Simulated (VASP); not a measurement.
All values below come from PBE GGA, VASP's PBE PAW potentials (set 64) (plane waves; VASP).

VASP ran on this input.

POSCAR:
```
BN
1
    1.3005000000    -2.2525320000     0.0000000000
    1.3005000000     2.2525320000     0.0000000000
    0.0000000000     0.0000000000     4.3044000000
B N
2 2
Direct
  0.6666670000   0.3333330000   0.5000000000
  0.3333330000   0.6666670000   0.0000000000
  0.6666670000   0.3333330000   0.8750000000
  0.3333330000   0.6666670000   0.3750000000
```

### INCAR
```
# general
SYSTEM = BN
PREC   = Accurate
ENCUT  = 520
LREAL  = F
LASPH  = T
NBANDS = 24

# electronic loop
EDIFF  = 1E-6
NELM   = 100
ALGO   = Normal

# smearing
ISMEAR = 0
SIGMA  = 0.05

# functional
GGA    = PE

# ions
ISIF   = 2

# output
LWAVE  = F
LCHARG = F
```

**KPOINTS**
```
Automatic mesh
0
Gamma
9 9 5
0 0 0
```

POTCAR, in this order: B N (PBE.64 set). Program: vasp_std.

**Question.** Predict the energy per atom (σ→0), pressure, band gap (on the k-mesh).

**Answer.** 
* **energy per atom (σ→0)**: -8.689 eV/atom
* **band gap (on the k-mesh)**: 5.31 eV
* **pressure**: -18.30 GPa

OSZICAR:
```
...
DAV:   6    -0.348800928200E+02    0.16295E+01   -0.11483E+00  1912   0.895E+00    0.421E+00
DAV:   7    -0.347789647210E+02    0.10113E+00   -0.23661E-01  1976   0.298E+00    0.264E+00
DAV:   8    -0.347558795873E+02    0.23085E-01   -0.34895E-02  1776   0.119E+00    0.229E-01
DAV:   9    -0.347552878855E+02    0.59170E-03   -0.98194E-04  1880   0.303E-01    0.127E-01
DAV:  10    -0.347555724999E+02   -0.28461E-03   -0.30982E-04  1776   0.113E-01    0.195E-02
DAV:  11    -0.347555833043E+02   -0.10804E-04   -0.11088E-05  2040   0.272E-02    0.143E-02
DAV:  12    -0.347555840411E+02   -0.73689E-06   -0.26311E-06  1800   0.124E-02
   1 F= -.34755584E+02 E0= -.34755584E+02  d E =-.751881E-12
```

The compound is BN in the wurtzite structure, a metastable high-pressure form. The cell was not relaxed at this level. The run is one of a series of settings (NBANDS = 24 against the base run), some of them coarse on purpose.
